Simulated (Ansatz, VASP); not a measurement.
# Ga6As6H7 (H-capped GaAs nanowire along [112]): VASP beside Ansatz

Wanted: the spread between two codes on one cell, functional and k mesh. The cell is taken from a series of runs on this material, whose earlier steps may have relaxed, scaled, displaced or heated it; both programs get it as it stands.

Method: plane waves, with VASP 6.6.1 beside it; single point at LDA, in Ansatz 0.2.0.

## 1. Starting point

The cell holds 76 atoms: 24 Ga, 24 As and 28 H. Its edges and angles: a = 21.541 Å, b = 22.687 Å, c = 6.923 Å, α = 90.0°, β = 90.0°, γ = 90.0°. It derives from GaAs (zinc-blende). As first built, before any earlier steps moved the atoms (in the runner's words): square section of size parameter 6.53 A cut from zinc-blende GaAs (a = 5.653 A) along [112], 1 periods, broken bonds capped with H. Vacuum lies along a and b. The structure's axis is c.

## 2. VASP: single point, LDA

A single point gives forces, pressure and levels at one fixed geometry, so differences don't come from the geometry; what else differs is listed under the comparison.

Lines of VASP's logs that name or quote its potential files are left out, and so is its time.

INCAR

```
SYSTEM = Ga6As6H7
PREC = Accurate
ENCUT = 400
EDIFF = 1E-06
NELM = 120
ISMEAR = 0
SIGMA = 0.025
LREAL = Auto
ALGO = Normal
GGA = PW92
NBANDS = 288
LORBIT = 11
LWAVE = .FALSE.
LCHARG = .FALSE.
ISIF = 2
LASPH = .TRUE.
GGA_COMPAT = .FALSE.
EFERMI = MIDGAP
KPAR = 2
```

POSCAR

```
Ga6As6H7
1.0
   21.5406600000      0.0000000000      0.0000000000
    0.0000000000     22.6872200000      0.0000000000
    0.0000000000      0.0000000000      6.9234800000
Ga As H
24 24 28
Direct
    0.3602100000      0.2674000000      0.1681600000
    0.2676600000      0.2680800000      0.6700000000
    0.3616800000      0.6984700000      0.1651200000
    0.2693300000      0.4110500000      0.0020200000
    0.2673600000      0.5540400000      0.3363700000
    0.2693400000      0.6995800000      0.6627400000
    0.3603100000      0.4103300000      0.5027800000
    0.3602900000      0.5552000000      0.8369100000
    0.5475400000      0.2674800000      0.1677200000
    0.4528600000      0.2687000000      0.6677100000
    0.5468400000      0.6979800000      0.1715700000
    0.4525400000      0.4116900000      0.9968400000
    0.4548200000      0.5542800000      0.3344000000
    0.4522800000      0.6995000000      0.6675100000
    0.5462500000      0.4112500000      0.4988600000
    0.5449100000      0.5557600000      0.8358200000
    0.7320800000      0.2679100000      0.1683000000
    0.6399800000      0.2659400000      0.6656000000
    0.7323900000      0.6999300000      0.1627700000
    0.6412900000      0.4123400000      0.0011900000
    0.6389500000      0.5551800000      0.3334800000
    0.6368000000      0.7004000000      0.6660600000
    0.7327200000      0.4113500000      0.5020300000
    0.7328300000      0.5542000000      0.8293600000
    0.3612600000      0.3028700000      0.4958100000
    0.2679300000      0.3021800000      0.0041000000
    0.3611600000      0.7339500000      0.5017300000
    0.2692200000      0.4475700000      0.3279100000
    0.2672700000      0.5892100000      0.6669800000
    0.2679400000      0.7348100000      0.9982600000
    0.3620000000      0.4444300000      0.8338800000
    0.3612100000      0.5894700000      0.1659600000
    0.5466400000      0.3031000000      0.4996000000
    0.4545800000      0.3029900000      0.9974500000
    0.5456000000      0.7351700000      0.4999900000
    0.4529100000      0.4454700000      0.3331500000
    0.4539000000      0.5910400000      0.6668100000
    0.4541300000      0.7362200000      0.9976000000
    0.5470900000      0.4479400000      0.8378200000
    0.5467200000      0.5893600000      0.1663300000
    0.7305400000      0.3025400000      0.4940100000
    0.6407000000      0.3041900000      0.9940800000
    0.7324600000      0.7340400000      0.5018900000
    0.6391500000      0.4457800000      0.3296300000
    0.6405700000      0.5910500000      0.6639000000
    0.6413600000      0.7349600000      0.0027300000
    0.7340900000      0.4472700000      0.8340200000
    0.7334900000      0.5905000000      0.1675900000
    0.3616400000      0.1994000000      0.1634000000
    0.2075800000      0.2902300000      0.5627100000
    0.2679100000      0.1981200000      0.6669200000
    0.2103800000      0.2822300000      0.1032800000
    0.3614000000      0.8014800000      0.5007800000
    0.2085600000      0.4333000000      0.8957400000
    0.2109600000      0.4243500000      0.4380300000
    0.2092300000      0.5789700000      0.2313800000
    0.2109200000      0.5679600000      0.7710900000
    0.2083100000      0.7224700000      0.5620200000
    0.2088100000      0.7121500000      0.1034200000
    0.2675400000      0.8015500000      0.9982400000
    0.5454400000      0.1980800000      0.1669100000
    0.4543700000      0.1977900000      0.6615600000
    0.5470100000      0.8019700000      0.4999300000
    0.4527800000      0.8034400000      0.0001200000
    0.7914000000      0.2902000000      0.0617100000
    0.7324000000      0.1978600000      0.1650300000
    0.7885600000      0.2807000000      0.6067400000
    0.6382800000      0.1991500000      0.6645700000
    0.7909600000      0.7205400000      0.0605900000
    0.7329400000      0.8025800000      0.4997400000
    0.7895400000      0.7117300000      0.6036800000
    0.6401100000      0.8017800000      0.0029600000
    0.7912700000      0.4339700000      0.3946200000
    0.7909200000      0.4254800000      0.9386400000
    0.7909600000      0.5780600000      0.7235700000
    0.7901600000      0.5678100000      0.2680300000
```

KPOINTS

```
Automatic mesh
0
Gamma
1 1 2
0 0 0
```

PAW data sets: Ga_d, As and H (LDA family, release 64).

Launch:

```
$ mpirun -np 8 vasp_std
```

Numbers of over 12 decimals in the logs are rounded to 6 here.

What it wrote:

```text
[banner, memory and clock lines left out]
running    8 mpi-ranks, on    1 nodes
[...]
|                                                                             |
|           W    W    AA    RRRRR   N    N  II  N    N   GGGG   !!!           |
|           W    W   A  A   R    R  NN   N  II  NN   N  G    G  !!!           |
|           W    W  A    A  R    R  N N  N  II  N N  N  G       !!!           |
|           W WW W  AAAAAA  RRRRR   N  N N  II  N  N N  G  GGG   !            |
|           WW  WW  A    A  R   R   N   NN  II  N   NN  G    G                |
|           W    W  A    A  R    R  N    N  II  N    N   GGGG   !!!           |
|                                                                             |
|     For optimal performance we recommend to set                             |
|       NCORE = 2 up to number-of-cores-per-socket                            |
|     NCORE specifies how many cores store one orbital (NPAR=cpu/NCORE).      |
|     This setting can greatly improve the performance of VASP for DFT.       |
[...]
|                                                                             |
|     You enforced a specific xc type in the INCAR file but a different       |
|     [... a line on the potential file left out ...]
|     I HOPE YOU KNOW WHAT YOU ARE DOING!                                     |
|                                                                             |

 LDA part: xc-table for (Slater(with rela. corr.)+PW92), standard interpolation
 POSCAR, INCAR and KPOINTS ok, starting setup
[...]
entering main loop
       N       E                     dE             d eps       ncg     rms          rms(c)
DAV:   1     0.334292991726E+04    0.33429E+04   -0.16833E+05  1336   0.127E+03
DAV:   2     0.170570217229E+03   -0.31724E+04   -0.30294E+04  1552   0.329E+02
DAV:   3    -0.291787111318E+03   -0.46236E+03   -0.45740E+03  1456   0.138E+02
DAV:   4    -0.326715049070E+03   -0.34928E+02   -0.34778E+02  1544   0.378E+01
[...]
DAV:  26    -0.312942975735E+03   -0.34112E-05   -0.23160E-07   936   0.135E-03    0.171E-04
DAV:  27    -0.312942977119E+03   -0.13847E-05   -0.14984E-07   896   0.102E-03    0.928E-05
DAV:  28    -0.312942977393E+03   -0.27327E-06   -0.58157E-08   856   0.691E-04
   1 F= -.31294298E+03 E0= -.31294298E+03  d E =-.104455E-29
```

OUTCAR, selected parts (step 2):

```text
  FREE ENERGIE OF THE ION-ELECTRON SYSTEM (eV)
  ---------------------------------------------------
  free  energy   TOTEN  =      -312.9429773928 eV

  energy  without entropy=     -312.9429773928  energy(sigma->0) =     -312.94297739

[... 1 further part left out ...]
```

(Continued in part 2 of 2.)

[Lines on the potential files, build, host, timing and source positions are cut from VASP's logs without a mark.]

[Logs are printed without paths, hosts, clocks, repeated set-up lines and the standing remarks that a program may print on its own settings, such as how far it seeks lower states.]

[Hosts, paths, dates, database ids (printed as entryN), source tags and the programs' standing remarks are cut or masked in the printed files.]
